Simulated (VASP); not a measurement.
OSZICAR of a VASP run on BaBr₂:

### OSZICAR
```
       N       E                     dE             d eps       ncg     rms          rms(c)
DAV:   1     0.197765263556E+03    0.19777E+03   -0.71119E+03   256   0.737E+02
DAV:   2     0.104647151492E+02   -0.18730E+03   -0.18494E+03   400   0.199E+02
DAV:   3    -0.103065922705E+02   -0.20771E+02   -0.20750E+02   344   0.837E+01
DAV:   4    -0.107911688637E+02   -0.48458E+00   -0.48433E+00   416   0.112E+01
DAV:   5    -0.107998166588E+02   -0.86478E-02   -0.86473E-02   344   0.125E+00    0.719E+00
DAV:   6    -0.104953583670E+02    0.30446E+00   -0.53766E-01   368   0.385E+00    0.388E+00
DAV:   7    -0.104336971150E+02    0.61661E-01   -0.50413E-01   360   0.368E+00    0.933E-01
DAV:   8    -0.104362004075E+02   -0.25033E-02   -0.29593E-02   384   0.117E+00    0.305E-01
DAV:   9    -0.104359587205E+02    0.24169E-03   -0.12991E-03   408   0.212E-01    0.129E-01
DAV:  10    -0.104355952733E+02    0.36345E-03   -0.11307E-03   392   0.207E-01    0.539E-02
DAV:  11    -0.104356779029E+02   -0.82630E-04   -0.21106E-04   400   0.782E-02    0.271E-02
DAV:  12    -0.104357865401E+02   -0.10864E-03   -0.28897E-04   352   0.792E-02    0.328E-02
DAV:  13    -0.104358659815E+02   -0.79441E-04   -0.93616E-05   360   0.423E-02    0.142E-02
DAV:  14    -0.104360778966E+02   -0.21192E-03   -0.48513E-05   368   0.404E-02    0.354E-02
DAV:  15    -0.104360442564E+02    0.33640E-04   -0.17579E-05   384   0.228E-02    0.562E-03
DAV:  16    -0.104362163230E+02   -0.17207E-03   -0.15908E-05   344   0.154E-02    0.177E-02
DAV:  17    -0.104362378598E+02   -0.21537E-04   -0.12374E-06   352   0.551E-03    0.311E-03
DAV:  18    -0.104362730327E+02   -0.35173E-04   -0.30973E-06   328   0.621E-03    0.435E-03
DAV:  19    -0.104362771309E+02   -0.40983E-05   -0.18958E-07   328   0.205E-03    0.409E-04
DAV:  20    -0.104362795912E+02   -0.24603E-05   -0.16222E-07   288   0.142E-03    0.122E-03
DAV:  21    -0.104362799501E+02   -0.35886E-06   -0.25708E-08   320   0.596E-04
   1 F= -.10436280E+02 E0= -.10436280E+02  d E =-.203491E-11
```

Q: Which electronic solver shows in the log?

A: It is blocked Davidson (ALGO = Normal, or the opening steps of other solvers). The INCAR had ALGO = Normal.

Q: Can the final energy be trusted as converged?

A: Self-consistency was reached. It stopped with EDIFF = 1E-6, NELM = 100 (PBE GGA, plane waves, VASP's PBE PAW potentials (set 64)).  The cell holds a wide vacuum, so values per volume refer to the whole cell.

The cell is a sheet with vacuum, built from a generated structure.
